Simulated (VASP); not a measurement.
Level of theory: LDA (Ceperley-Alder, Perdew-Zunger), VASP's LDA PAW potentials (set 64) (plane waves; VASP).

VASP input:

**POSCAR**
```
TlBi2
1.0
  5.7086600000   0.0000000000   0.0000000000
 -2.8543300000   4.9438450000   0.0000000000
  0.0000000000   0.0000000000   3.3937600000
Tl Bi
1 2
direct
  0.0000000000   0.0000000000   0.0000000000
  0.6666670000   0.3333330000   0.5000000000
  0.3333330000   0.6666670000   0.5000000000
```

**KPOINTS**
```
Automatic mesh
0
Gamma
6 6 8
0 0 0
```

### INCAR
```
# general
SYSTEM =TlBi2
PREC   =Accurate
ENCUT  =300
LREAL  =.FALSE.
LASPH  =.TRUE.

# electronic loop
EDIFF  =1E-6
NELM   =100
ALGO   =Normal
LMAXMIX=4

# smearing
ISMEAR =0
SIGMA  =0.136

# ions
ISIF   =2

# output
LWAVE  =.FALSE.
LCHARG =.FALSE.
```

POTCAR, in this order: Tl_d Bi_d (LDA.64 set). Program: vasp_std.

The run wrote:

### OSZICAR
```
       N       E                     dE             d eps       ncg     rms          rms(c)
DAV:   1     0.344747331827E+03    0.34475E+03   -0.17182E+04  1758   0.134E+03
DAV:   2     0.136147714041E+02   -0.33113E+03   -0.32816E+03  1938   0.409E+02
DAV:   3    -0.113927555374E+02   -0.25008E+02   -0.24574E+02  2074   0.132E+02
DAV:   4    -0.120669559448E+02   -0.67420E+00   -0.67040E+00  2144   0.233E+01
DAV:   5    -0.120899119294E+02   -0.22956E-01   -0.22952E-01  2468   0.366E+00    0.219E+00
DAV:   6    -0.120599305741E+02    0.29981E-01   -0.53786E-02  1967   0.208E+00    0.151E+00
DAV:   7    -0.120520503731E+02    0.78802E-02   -0.29318E-02  1933   0.149E+00    0.422E-01
DAV:   8    -0.120515200435E+02    0.53033E-03   -0.28447E-03  1939   0.461E-01    0.265E-02
DAV:   9    -0.120515261097E+02   -0.60662E-05   -0.11526E-04  2342   0.743E-02    0.125E-02
DAV:  10    -0.120515254082E+02    0.70157E-06   -0.13797E-05  2239   0.407E-02    0.462E-03
DAV:  11    -0.120515249214E+02    0.48677E-06   -0.19687E-06  1279   0.130E-02
   1 F= -.12051525E+02 E0= -.12043246E+02  d E =-.165581E-01
```

OUTCAR:
```
------------------------ aborting loop because EDIFF is reached ----------------------------------------
  FORCE on cell =-STRESS in cart. coord.  units (eV):
  Direction    XX          YY          ZZ          XY          YZ          ZX
  --------------------------------------------------------------------------------------
  Total       -2.1593441     -2.1593444     -2.2995100     -0.0000000      0.0000000      0.0000000
  in kB      -36.1203773    -36.1203834    -38.4650003     -0.0000000      0.0000000      0.0000000
  external PRESSURE =     -36.9019203 kB  Pullay stress =       0.0000000 kB
  volume of cell :       95.78
      direct lattice vectors                 reciprocal lattice vectors
     5.708660000  0.000000000  0.000000000     0.175172457  0.101135857  0.000000000
    -2.854330000  4.943845000  0.000000000     0.000000000  0.202271714  0.000000000
     0.000000000  0.000000000  3.393760000     0.000000000  0.000000000  0.294658432
 POSITION                                       TOTAL-FORCE (eV/Angst)
 -----------------------------------------------------------------------------------
      0.00000      0.00000      0.00000         0.000000      0.000000     -0.000000
      2.85433      1.64795      1.69688         0.000000      0.000000      0.000000
     -0.00000      3.29590      1.69688        -0.000000     -0.000000     -0.000000
 -----------------------------------------------------------------------------------
    total drift:                                0.000000      0.000000      0.000000
  FREE ENERGIE OF THE ION-ELECTRON SYSTEM (eV)
  ---------------------------------------------------
  free  energy   TOTEN  =       -12.0515249214 eV

  energy  without entropy=      -12.0349668345  energy(sigma->0) =      -12.04324588
```
(Selected blocks of OUTCAR.)

At this cut-off the stress carries a Pulay error, which pulls relaxed volumes low.

The structure comes from a computed database's TlBi2 entry (P6/mmm); how it stands against other phases isn't given here. The cell was not relaxed at this level. The electron count is odd and the run is not spin-polarised, which forces a metal.
